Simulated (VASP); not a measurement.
NaNb under changes of volume

One of the cells (23.948 Å³/atom); the others are scaled copies at fixed shape and fractional positions:

```
Na Nb
1.0
     0.00000    2.88241    2.88241
     2.88241    0.00000    2.88241
     2.88241    2.88241    0.00000
Na Nb
1 1
Direct
  0.00000 0.00000 0.00000
  0.50000 0.50000 0.50000
```

The cell was built by a generator and needn't be a form met in nature.

* Program: VASP 6.6.1
* Functional: PBE
* Potentials or basis: VASP PAW PBE potentials, release 64 (Na_pv, Nb_sv)
* Cutoff: 520 eV
* k mesh: 8 × 8 × 8
* Occupations: fermi-dirac, width 0.05 eV
* Spin: no spin polarisation

```csv
volume (Å³/atom),energy over the lowest point (meV/atom),pressure (GPa)
22.070,0.00,0.1
22.539,1.06,-0.8
23.009,4.70,-1.7
23.948,18.66,-3.1
24.418,28.51,-3.6
24.887,?,?
```

Task: What does the run at 24.887 Å³/atom give?

Result: Energy over the lowest point 39.98 meV/atom; pressure -4.2 GPa.

Worked out: A Birch-Murnaghan fit of order 3 (a polynomial in V^(-2/3)) to the other rows has its minimum at 22.12 Å³/atom with B0 = V·E''(V) = 46 GPa and B' = 4.4. It gives 39.98 meV/atom at 24.887 Å³/atom, against the run's 39.98, and -dE/dV = -4.2 GPa, against -4.2.

Energies are extrapolated to zero smearing.
